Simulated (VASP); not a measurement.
Crystal: Sn.

```
Sn
1.0
     0.00000    3.23334    3.23334
     3.23334    0.00000    3.23334
     3.23334    3.23334    0.00000
Sn
2
Direct
  0.00000 0.00000 0.00000
  0.25000 0.25000 0.25000
```

This isn't the form of Sn at room conditions, which is tetragonal (white tin).

| Quantity | Value |
| --- | --- |
| Program | VASP 6.6.1 |
| Task | relaxation of cell and atoms |
| Functional | PBE |
| Potentials or basis | VASP PAW PBE potentials, release 64 (Sn_d) |
| Cutoff | 520 eV |
| k mesh | 8 × 8 × 8 |
| Occupations | gaussian, width 0.02 eV |
| Spin | non-collinear spin, zero start, spin-orbit coupling |
| Starting moments | [[0.0, 0.0, 0.0], [0.0, 0.0, 0.0]] μB |

At the start: pressure 3.8 GPa; volume 33.80 Å³/atom.

**Question.** How do energy, volume and symmetry change on relaxing?

**Answer.** Over 7 steps the energy falls by 33.5 meV/atom and the volume is 36.92 Å³/atom (+9.2 %); space group Fd-3m (No. 227, to 0.05 Å); moment 0.00 μB per cell.

The path:
```tsv
step	energy change (eV)	largest force (eV/Å)	pressure (GPa)	volume (Å³)
1	0.0000	0.0000	3.75	67.61
2	-0.0622	0.0000	-0.82	75.66
3	-0.0670	0.0000	0.02	73.78
4	-0.0670	0.0000	-0.04	73.91
5	-0.0670	0.0000	0.03	73.82
6	-0.0670	0.0000	-0.01	73.84
7	-0.0670	0.0000	0.00	73.83
```

Final structure:
```
Sn
1.0
     0.00000    3.32968    3.32968
     3.32968    0.00000    3.32968
     3.32968    3.32968    0.00000
Sn
2
Cartesian
  3.3297 0.0000 3.3297
  1.6648 1.6648 1.6648
```
